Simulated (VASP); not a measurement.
These are revTPSS meta-GGA, VASP's PBE PAW potentials (set 64) (plane waves; VASP) values and carry that method's errors.

A VASP calculation is set up with these files.

INCAR:
```
LMIXTAU = .TRUE.
METAGGA = RTPSS
LWAVE = .FALSE.
ISIF = 2   ! forces and stress, cell fixed
NELM = 100   ! most electronic steps
LMAXMIX = 4   ! l cut-off of mixed one-centre charges
SYSTEM = TiCo
PREC = Accurate
EDIFF = 1E-7
LASPH = .TRUE.
ALGO = Normal
NEDOS = 601   ! DOS grid
ENCUT = 520   ! plane-wave cut-off (eV)
LREAL = .FALSE.
ISMEAR = -5   ! tetrahedra, Bloechl
LORBIT = 11   ! lm-projected
LCHARG = .FALSE.
```

KPOINTS_OPT:
```
k-points along high-symmetry lines
10
Line-mode
Reciprocal
  0.000000   0.000000   0.000000 ! GAMMA
  0.000000   0.500000   0.000000 ! X

  0.000000   0.500000   0.000000 ! X
  0.500000   0.500000   0.000000 ! M

  0.500000   0.500000   0.000000 ! M
  0.000000   0.000000   0.000000 ! GAMMA

  0.000000   0.000000   0.000000 ! GAMMA
  0.500000   0.500000   0.500000 ! R

  0.500000   0.500000   0.500000 ! R
  0.000000   0.500000   0.000000 ! X

  0.500000   0.500000   0.500000 ! R
  0.500000   0.500000   0.000000 ! M
```

### POSCAR
```
TiCo
2.9395950
  0.9999999492   0.0000000000   0.0000000000
  0.0000000000   0.9999999492   0.0000000000
  0.0000000000   0.0000000000   0.9999999492
Ti Co
1 1
Cart
  0.0000000000   0.0000000000   0.0000000000
  0.4999999746   0.4999999746   0.4999999746
```

### KPOINTS
```
kpoints
0
G
 14 14 14
0 0 0
```

POTCAR, in this order: Ti_sv Co (PBE.64 set). Program: vasp_std.

Question: What will the output report for the number of irreducible k-points (NKPTS), largest plane-wave count, number of space-group operations, FFT grid (NGX, NGY, NGZ)?

Answer: 
```
Property                                      Result
--------------------------------------  ------------
number of irreducible k-points (NKPTS)           120
largest plane-wave count                         715
number of space-group operations                  48
FFT grid (NGX, NGY, NGZ)                24 × 24 × 24
```

The compound is TiCo in the CsCl type structure. It was relaxed first. The run is not spin-polarised, so no magnetic state was tried. The electron count is odd and the run is not spin-polarised, which forces a metal.
